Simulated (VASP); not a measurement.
```xyz
5
Lattice="4.2629 0.0000 0.0000 0.0000 4.2629 0.0000 0.0000 0.0000 4.2629" Properties=species:S:1:pos:R:3 pbc="T T T"
Ba     0.0000     0.0000     0.0000
Hf     2.1314     2.1314     2.1314
O      2.1314     0.0000     2.1314
O      0.0000     2.1314     2.1314
O      2.1314     2.1314     0.0000
```

Level of theory: vdW-DF2, VASP's PBE PAW potentials (set 64) (plane waves; VASP). Run with 520 eV cut-off, Gaussian smearing of 0.050 eV, potentials Ba_sv Hf_pv O.

Unless said otherwise, spin-orbit coupling is left out, though it shifts the bands of the heavy elements here.

Task: Give the energies of bands 11 to 22 at the high-symmetry points, in eV from the valence-band maximum.

Result: 
```csv
band,Γ,X,M,R
11,-1.68,-3.69,-3.99,-4.18
12,-1.68,-1.94,-3.47,-3.46
13,-1.68,-1.94,-3.46,-3.46
14,-0.87,-1.68,-2.15,-2.41
15,-0.87,-1.58,-2.15,-2.41
16,-0.87,-1.58,-1.09,-2.41
17,-0.26,-1.49,-0.89,0.00
18,-0.26,-0.56,-0.89,0.00
19,-0.26,-0.56,-0.07,0.00
20,3.59,4.05,5.88,5.98
21,3.59,5.96,5.88,5.98
22,3.59,5.96,6.37,5.98
```

The gap is indirect, 3.59 eV, from the valence maximum at R to the conduction minimum at Γ.

The compound is BaHfO3 in the cubic perovskite structure. It was relaxed first, which changed the volume by +7 %.
